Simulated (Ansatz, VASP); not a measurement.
# SnSe2: VASP beside Ansatz, part 2 of 2

Wanted: the spread between two codes on one cell, functional and k mesh. The cell is taken from a series of runs on this material, whose earlier steps may have relaxed, scaled, displaced or heated it; both programs get it as it stands.

VASP 6.6.1 and Ansatz 0.2.0.

So far: The structure; VASP: zone-centre phonons, PBE, pair 1.

**3. Ansatz: zone-centre phonons, PBE, pair 1**

Level of this step: Ansatz beside VASP: Kohn-Sham DFT, plane waves, PBE (Ansatz).

Ansatz runs on its PAW soft_1 files.

The same cell, functional and mesh now go to Ansatz, which takes its cutoff from its data sets.

Input file input.yaml:

```yaml
crystal:
  lattice:
    - [3.8683279779, 0.0, 0.0]
    - [-1.9341639889, 3.383571002, 0.0]
    - [0.0, 0.0, 29.9272]
  atoms:
    - { symbol: Sn, position: [0.0, 0.0, 0.3341441899] }
    - { symbol: Se, position: [0.3332484374, 0.6664968748, 0.3872351206] }
    - { symbol: Se, position: [0.6667515626, 0.3335031252, 0.2810532592] }
  periodic: [true, true, false]
kpoints:
  mp_grid: { grid: [9, 9, 1] }
hamiltonian:
  xc: pbe
  pseudopotentials: { kind: paw, azcp: { folder: soft_1 } }
scf:
  occupations: { method: fixed }
output:
  eigenvalues: true
phonons:
  method: dfpt
```

Command:

```bash
ansatz run input.yaml --threads 4 --pin off --max-ram 16384MiB --backend cpu --events-out ev --progress --plain --runs-dir out
```

Numbers of over 12 decimals in the logs are rounded to 6 here.

What it wrote:

```text
Warning: crystal.symmetry: narrowed to the stabiliser of the run's FFT grids — unitary ops 4 → 2. A phonons.method: dfpt run fills in the rows of the dynamical matrix that it does not solve by its symmetry operations, which is exact only for operations that map its FFT grids onto themselves: filled in by any other, the frequencies could depend on the order in which like atoms are typed, or, by more than the grids' own error, on where the crystal sits among the grids' points. Excluded: 2 operations. The run can therefore solve more perturbations, solve them on more k-points, or both, and cost more. [rest of the remark cut]
Engine: ansatz 0.2.0, aarch64-unknown-linux-gnu
Pseudopotentials: kind: paw
Pseudopotential: Sn, paw, valence charge 14, recommended cutoff 420 eV (normal), soft_1/Sn.paw.azcp
Pseudopotential: Se, paw, valence charge 16, recommended cutoff 420 eV (normal), soft_1/Se.paw.azcp
Functional definition: PBE
  parameter kappa = 0.804
  parameter beta = 0.066725
  exchange = pbe_x(kappa = kappa, mu = beta*pi^2/3)
  correlation = pbe_c(beta = beta)
Crystal: 3 atoms, lattice volume = 391.710 Å³
Basis set: ecut = 420 eV, 7753 PW (Γ), exchange–correlation on 54×54×432 points (8 copies of the dense FFT grid, shifted against one another)
Bands: 28, of which v1, the nominal top of the filled ones, is band 23 counted from 1 (22 counted from 0)
Symmetry: 4 space group operations
k-points: 25 of 81 (irreducible under 2 space group operations, time reversal used)
Non-local potential: Sn, projectors of the file, l = 0: 2, l = 1: 2, l = 2: 2, l = 3: 1
Non-local potential: Se, projectors of the file, l = 0: 2, l = 1: 2, l = 2: 3, l = 3: 1
PAW form: soft (Blöchl's): semilocal exchange-correlation on the pseudo side does not see the compensation charge
PAW one-centre angular grid: Sn, 590 points (default); XC on 64 Gauss nodes
PAW one-centre angular grid: Se, 590 points (default); XC on 64 Gauss nodes
Initial density: superposition of atomic densities (neutral atoms: chi_scale 0, normalization atom)
Initial wavefunctions: pseudopotential atomic-orbital guess
Functional: x = pbe(κ = 0.804, μ = 0.219515), c = pbe(β = 0.066725)
iter 1 solved again at ethr=2.32e-3 eV; its pass at ethr=3.10e-3 eV (dr2=1.07e0 eV) is discarded
SCF iter   1: F=—  HF=-16963.768035 eV  |F-HF|=—  |Δ(HF+E_count)|=         —  Δρ=1.33e-2  dr2=1.07e0  ethr=2.32e-3  ⟨swp⟩=1.4  Hψ=3811  notcnv=0  defer=65
preconditioner: auto → Resta (q_TF=auto, 1.909 Å⁻¹)  ε∞=1.4  [insulator: Δε(μ)=1.128 eV  Ē_g=15.649 eV  n_scr=40 (ndim 8)  ℏωp=9.6 eV  f_vac=0.767  ε∞_Penn≈1.4  vacuum switching on, ρ_ref=1.8e-2 e/Å³]
SCF iter   2: F=—  HF=-16963.503792 eV  |F-HF|=—  |Δ(HF+E_count)|=   2.64e-1  Δρ=5.84e-3  dr2=1.63e-1  ethr=2.32e-3  ⟨swp⟩=4.3  Hψ=1223  notcnv=0  defer=74
SCF iter   3: F=—  HF=-16963.482594 eV  |F-HF|=—  |Δ(HF+E_count)|=   2.12e-2  Δρ=3.09e-3  dr2=3.70e-2  ethr=3.55e-4  ⟨swp⟩=3.9  Hψ=1386  notcnv=0  defer=74
SCF iter   4: F=—  HF=-16963.479933 eV  |F-HF|=—  |Δ(HF+E_count)|=   2.66e-3  Δρ=8.68e-4  dr2=2.39e-3  ethr=8.05e-5  ⟨swp⟩=3.4  Hψ=1023  notcnv=0  defer=75
SCF iter   5: F=—  HF=-16963.480199 eV  |F-HF|=—  |Δ(HF+E_count)|=   2.66e-4  Δρ=1.44e-4  dr2=6.66e-5  ethr=5.20e-6  ⟨swp⟩=3.0  Hψ=1137  notcnv=0  defer=75
SCF iter   6: F=—  HF=-16963.480227 eV  |F-HF|=—  |Δ(HF+E_count)|=   2.72e-5  Δρ=4.20e-5  dr2=5.62e-6  ethr=1.45e-7  ⟨swp⟩=3.4  Hψ=1411  notcnv=0  defer=75
SCF iter   7: F=—  HF=-16963.480231 eV  |F-HF|=—  |Δ(HF+E_count)|=   4.62e-6  Δρ=1.15e-5  dr2=3.01e-7  ethr=1.22e-8  ⟨swp⟩=2.9  Hψ=1141  notcnv=0  defer=75
SCF iter   8: F=—  HF=-16963.480271 eV  |F-HF|=—  |Δ(HF+E_count)|=   3.97e-5  Δρ=1.55e-6  dr2=1.10e-8  ethr=6.54e-10  ⟨swp⟩=4.0  Hψ=1668  notcnv=0  defer=75
SCF iter   9: F=—  HF=-16963.480271 eV  |F-HF|=—  |Δ(HF+E_count)|=   3.37e-9  Δρ=3.05e-7  dr2=9.47e-10  ethr=2.39e-11  ⟨swp⟩=2.9  Hψ=1325  notcnv=0  defer=75
SCF iter  10: F=-16963.480271 eV  HF=-16963.480271 eV  |F-HF|=5.09e-11  |Δ(HF+E_count)|=  3.20e-10  Δρ=6.02e-8  dr2=1.39e-11  ethr=1.00e-12  ⟨swp⟩=29.1  Hψ=7194  notcnv=0
SCF 1 converged in 10 iterations: F = -16963.480271 eV  dr2 = 1.39e-11
  greatest PAW one-centre occupation: 1.000 electrons in one spin orbital (limit 2), on the Se atom at site 2 (counted from 0), in its partial waves of l = 2
DFPT response loops at Γ: preconditioner auto → none (the input reference at scf.mixing.eps_inf says where Resta's filter doesn't serve); β = 0.50; Broyden in place of MSR1
SCF converged after 10 iterations
Free energy (F): -16963.480271 eV
Harris-Foulkes:  -16963.480271 eV  (|F-HF|=5.09e-11)
Internal energy: -16963.480271 eV  (E = F + TS)
E sigma→0 (E₀):  -16963.480271 eV
Fermi energy:    -6.071111 eV
--- Per-component energies (eV) ---
  E_band       = -1500.162298
  E_kinetic    = 388.035244
  E_local      = -92183.162535  (includes V_loc(G=0)·N_el)
  E_nonlocal   = -563.648819
  E_hartree    = 45910.447320
  E_xc         = -294.496987
  E_vxc        = -259.019017  (∫ρ·V_xc dr)
  E_paw        = -8631.811688  (= ΣΔE_a)
  E_vpaw       = -703.261284  (= ΣTr[D̂ρ^β])
  E_aug_tail   = -0.000466  (compensation charges beyond the density's cutoff)
  E_ewald      = 38411.157660
  E_smearing   = -0.000000  (= −TS)
  E_closure    = 0.000000  (closes the sum)
  Σ components = -16963.480271   (vs F -16963.480271, Δ=0.00e0)
--- Band table (eV; the first three rows and the last of 25) ---
  k-point 0: bands = [... 19 lower, -6.5776, -6.5395, -6.2057, -6.1581, -4.6216, -3.0736, -1.5812 (-1.5812°), -1.4954, ... 1 higher]
  k-point 1: bands = [... 19 lower, -7.0045, -6.8859, -6.7346, -6.0711, -4.0874, -2.4273, -1.7166 (-1.7166°), -1.2360, ... 1 higher]
  k-point 2: bands = [... 19 lower, -7.6869, -7.4336, -6.8251, -6.1132, -4.1229, -2.0938, -0.7981 (-0.7981°), -0.7203, ... 1 higher]
  k-point 24: bands = [... 19 lower, -9.0985, -8.0443, -7.1751, -6.4621, -4.1556, -1.3409, -0.6020, -0.2454, ... 1 higher]
  ° read free of the cell's end (the report's vacuum.weakly_bound_levels)
--- Phonons (Γ-DFPT): 9 representative perturbations + reference, on 25 of 81 k-points (Σ response iterations 31) ---
  ASR residual: 3.431e-5 → 0.000e0 eV/Å²; symmetrization residual: 4.602e-5 eV/Å²
  The last average, over the group as it would stand without the narrowing to the FFT grids, took up to 7.279e-6 eV/Å² of the zone centre's force constants
  ASR residual per site (eV/Å²): 3.43e-5 1.44e-5 3.37e-5
  Γ frequencies (cm⁻¹): 0.00 0.00 0.00 103.60 104.40 133.97 138.11 174.95 245.62
  non-analytic LO–TO correction: not included (Born effective charges unavailable; polar crystals: no LO–TO splitting at Γ)
```

**4. Comparison**

Known differences besides the potentials themselves: fixed occupations in Ansatz, narrow Gaussian smearing in VASP; Ansatz cuts the interaction across the vacuum, VASP repeats the sheet without a dipole correction; the data sets hold 46 valence electrons in Ansatz (on its PAW soft_1 files) and 26 in VASP; the cutoff is 420 eV in Ansatz and 500 eV in VASP. Total energies have different zeros and are not compared.

The two programs side by side:

```tsv
quantity	Ansatz	VASP	difference
optical mode 1 (cm⁻¹)	103.6	103.7	-0.11 %
optical mode 2 (cm⁻¹)	104.4	104.5	-0.08 %
optical mode 3 (cm⁻¹)	134.0	134.4	-0.34 %
optical mode 4 (cm⁻¹)	138.1	138.9	-0.58 %
optical mode 5 (cm⁻¹)	174.9	175.3	-0.21 %
optical mode 6 (cm⁻¹)	245.6	246.1	-0.20 %
```

Modes are paired by rising frequency, not by their patterns, so a pair may set unlike modes beside each other; they are those without the splitting of longitudinal modes. Where the cell holds vacuum, a pressure given here is an average over it and none of the material.

**5. Ansatz: zone-centre phonons, PBE, pair 2**

Second derivatives magnify differences that forces hide, and they need a tight electronic threshold.

The cell is taken from a series of runs on this material, whose earlier steps may have relaxed, scaled, displaced or heated it; both programs get it as it stands.

input.yaml, the sections that differ from step 3:

```yaml
crystal:
  lattice:
    - [3.8683279779, 0.0, 0.0]
    - [-1.9341639889, 3.417071705, 0.0]
    - [0.0, 0.0, 29.9272]
  atoms:
    - { symbol: Sn, position: [0.0, 0.0, 0.3341441899] }
    - { symbol: Se, position: [0.3332103895, 0.6664207791, 0.3870286608] }
    - { symbol: Se, position: [0.6667896105, 0.3335792209, 0.281259719] }
  periodic: [true, true, false]
# kpoints, hamiltonian, scf, output, phonons: as in step 3
```

What it wrote:

```text
[...]
Crystal: 3 atoms, lattice volume = 395.588 Å³
Basis set: ecut = 420 eV, 7829 PW (Γ), exchange–correlation on 54×54×432 points (8 copies of the dense FFT grid, shifted against one another)
Bands: 28, of which v1, the nominal top of the filled ones, is band 23 counted from 1 (22 counted from 0)
Symmetry: 4 space group operations
[...]
k-point 24: bands = [... 19 lower, -9.1029, -8.0232, -7.1613, -6.4671, -4.2279, -1.3836, -0.6356, -0.3401, ... 1 higher]
  ° read free of the cell's end (the report's vacuum.weakly_bound_levels)
[...]
ASR residual: 6.962e-5 → 0.000e0 eV/Å²; symmetrization residual: 4.738e-5 eV/Å²
[...]
ASR residual per site (eV/Å²): 6.96e-5 1.46e-5 3.55e-5
  Γ frequencies (cm⁻¹): 0.00 0.00 0.00 102.87 104.43 129.98 138.45 173.20 243.34
[...]
[key lines of the parts left out:]
SCF converged after 10 iterations
Free energy (F): -16963.473444 eV
Fermi energy:    -6.092032 eV
```

**6. VASP: zone-centre phonons, PBE, pair 2**

The same cell, functional and mesh now go to VASP, with its own data sets.

Input file INCAR:

```
SYSTEM = SnSe2
PREC = Accurate
ENCUT = 500
EDIFF = 1E-08
NELM = 120
ISMEAR = 0
SIGMA = 0.01
LREAL = .FALSE.
ALGO = Normal
GGA = PE
NBANDS = 19
LORBIT = 11
LWAVE = .FALSE.
LCHARG = .FALSE.
ISIF = 2
IBRION = 8
LASPH = .TRUE.
GGA_COMPAT = .FALSE.
EFERMI = MIDGAP
NELMDL = -8
KPAR = 2
```

Input file POSCAR:

```
SnSe2
1.0
    3.8683279779      0.0000000000      0.0000000000
   -1.9341639889      3.4170717050      0.0000000000
    0.0000000000      0.0000000000     29.9272000000
Sn Se
1 2
Direct
    0.0000000000      0.0000000000      0.3341441899
    0.3332103896      0.6664207791      0.3870286608
    0.6667896104      0.3335792209      0.2812597190
```

Input file KPOINTS:

```
Automatic mesh
0
Gamma
9 9 1
0 0 0
```

Potentials, in the order of the species: Sn_d and Se (PBE family, release 64).

Command:

```bash
mpirun -np 2 vasp_std
```

What it wrote:

```text
[... set-up lines as in an earlier step ...]
 entering main loop
       N       E                     dE             d eps       ncg     rms          rms(c)
DAV:   1     0.172585159110E+03    0.17259E+03   -0.10052E+04  1134   0.972E+02
DAV:   2     0.831588518531E+01   -0.16427E+03   -0.16092E+03  1301   0.215E+02
DAV:   3    -0.115999244633E+02   -0.19916E+02   -0.19850E+02  1198   0.855E+01
DAV:   4    -0.121281692461E+02   -0.52824E+00   -0.52757E+00  1279   0.172E+01
[...]
DAV:  26    -0.118544903843E+02   -0.71856E-07    0.13387E-09   980   0.730E-05    0.298E-05
DAV:  27    -0.118544904022E+02   -0.17850E-07    0.18015E-09   972   0.383E-05    0.120E-05
DAV:  28    -0.118544904049E+02   -0.27403E-08    0.18646E-09   867   0.327E-05
   1 F= -.11854490E+02 E0= -.11854490E+02  d E =0.000000E+00
 Linear response reoptimize wavefunctions to high precision
DAV:   1    -0.118544904080E+02   -0.30841E-08    0.18782E-09   992   0.183E-05
DAV:   2    -0.118544904079E+02    0.76398E-10    0.18741E-09   714   0.742E-06
[...]
RMM:  11    -0.798323060930E-01   -0.46959E-07   -0.11863E-07  2085   0.328E-05    0.691E-06
RMM:  12    -0.798323240301E-01   -0.17937E-07    0.26012E-08  2006   0.169E-05    0.220E-06
RMM:  13    -0.798323256899E-01   -0.16599E-08    0.40097E-08  2028   0.105E-05    0.140E-06
 first order change of Fermi-energy  -0.71770E-01
 force on displaced ion       2 direction 2 :  -0.000  -2.605   0.143
 Linear response progress:
  Degree of freedom:   6/  6
       N       E                     dE             d eps       ncg     rms          rms(c)
RMM:   1    -0.114103900395E+00   -0.11410E+00    0.66131E-02  2186   0.146E+00
RMM:   2    -0.112457321968E+00    0.16466E-02   -0.22505E-03  1696   0.239E-01    0.903E-02
RMM:   3    -0.112248929050E+00    0.20839E-03   -0.27658E-04  1845   0.887E-02    0.418E-02
RMM:   4    -0.112196108512E+00    0.52821E-04   -0.57172E-05  1876   0.411E-02    0.227E-02
[...]
RMM:  11    -0.112188569117E+00   -0.15599E-05    0.11399E-07  1897   0.483E-04    0.610E-05
RMM:  12    -0.112189237075E+00   -0.66796E-06   -0.52260E-07  1936   0.289E-04    0.335E-05
RMM:  13    -0.112189227705E+00    0.93707E-08    0.95221E-08  1965   0.115E-04    0.205E-05
 first order change of Fermi-energy   0.28999E+00
 force on displaced ion       2 direction 3 :   0.000   0.140  -8.079
 Linear response finished
```

OUTCAR, selected parts (step 6):

```text
  Total       -0.1906694     -0.8890590      0.0270096     -0.0000000     -0.0002274     -0.0000000
  in kB       -0.7722324     -3.6007891      0.1093921     -0.0000000     -0.0009210     -0.0000000
  external PRESSURE =      -1.4212098 kB  Pullay stress =       0.0000000 kB

 POSITION                                       TOTAL-FORCE (eV/Angst)
 -----------------------------------------------------------------------------------
      0.00000      0.00000     10.00000        -0.000000      0.000000      0.000000
      0.00000      2.27721     11.58268         0.000000      0.000053      0.012232
      1.93416      1.13986      8.41732        -0.000000     -0.000053     -0.012232
 -----------------------------------------------------------------------------------
    total drift:                                0.000002      0.000000      0.000013

[... 1 part as in an earlier step ...]

[... 1 further part left out ...]
```

**7. Comparison**

What differs besides the data sets and the points named for the pairs above, as far as they apply: the data sets hold 46 valence electrons in Ansatz (on its PAW soft_1 files) and 26 in VASP. Total energies have different zeros and are not compared.

Both answers:

```tsv
quantity	Ansatz	VASP	difference
optical mode 1 (cm⁻¹)	102.9	103.1	-0.27 %
optical mode 2 (cm⁻¹)	104.4	104.5	-0.09 %
optical mode 3 (cm⁻¹)	130.0	130.5	-0.39 %
optical mode 4 (cm⁻¹)	138.4	138.6	-0.13 %
optical mode 5 (cm⁻¹)	173.2	173.5	-0.19 %
optical mode 6 (cm⁻¹)	243.3	244.0	-0.27 %
```

Modes are paired by rising frequency, not by their patterns, so a pair may set unlike modes beside each other; they are those without the splitting of longitudinal modes. Where the cell holds vacuum, a pressure given here is an average over it and none of the material.

**8. What came out**

| Item | Value |
| --- | --- |
| r.m.s. difference of the optical zone-centre modes, each program's sorted by frequency (zone-centre phonons, PBE, pair 1) | 0.46 cm⁻¹ |
| difference in optical mode 4 (zone-centre phonons, PBE, pair 1) | -0.6 % |
| r.m.s. difference of the optical zone-centre modes, each program's sorted by frequency (zone-centre phonons, PBE, pair 2) | 0.39 cm⁻¹ |

The r.m.s. difference of the optical zone-centre modes, each program's sorted by frequency is 0.46 cm⁻¹ (zone-centre phonons, PBE, pair 1). The data sets hold unlike numbers of valence electrons (46 in Ansatz and 26 in VASP), so part of the differences may come from the potentials. Among the rows given in per cent, the largest difference of the zone-centre phonons, PBE, pair 1 pair is in optical mode 4, -0.6 %. Such differences can come from data sets, numerical settings and the points named under the comparisons, not from the functional's error against experiment.

[Lines on the potential files, build, host, timing and source positions are cut from VASP's logs without a mark.]

[Logs are printed without paths, hosts, clocks, repeated set-up lines and the standing remarks that a program may print on its own settings, such as how far it seeks lower states.]

[Hosts, paths, dates, database ids (printed as entryN), source tags and the programs' standing remarks are cut or masked in the printed files.]
